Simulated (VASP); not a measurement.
Energy against volume of TiAl (L1_0). All values below come from vdW-DF-cx, VASP's PBE PAW potentials (set 64) (plane waves; VASP). Run with 520 eV cut-off, 13×13×9 Γ-centred mesh, first-order Methfessel-Paxton smearing of 0.10 eV, potentials Ti_sv Al.

Shape and ions are relaxed at each volume.

```csv
V (Å³/atom),E (eV/atom)
14.962,-4.28668
15.439,-4.30443
15.917,-4.30994
16.394,-4.30488
```

Fit these four points and predict the energy of the run at 16.872 Å³/atom.

A cubic in V^(−2/3), the third-order Birch-Murnaghan form, passes through the four points with V0 = 15.91 Å³/atom and B0 = 118 GPa, and gives -4.2907 eV/atom there. The run gave -4.2907 eV/atom, +0.0 meV/atom from the fit; all five points give B0 = 118 GPa.

The compound is TiAl in the L1_0 structure. It was relaxed first.
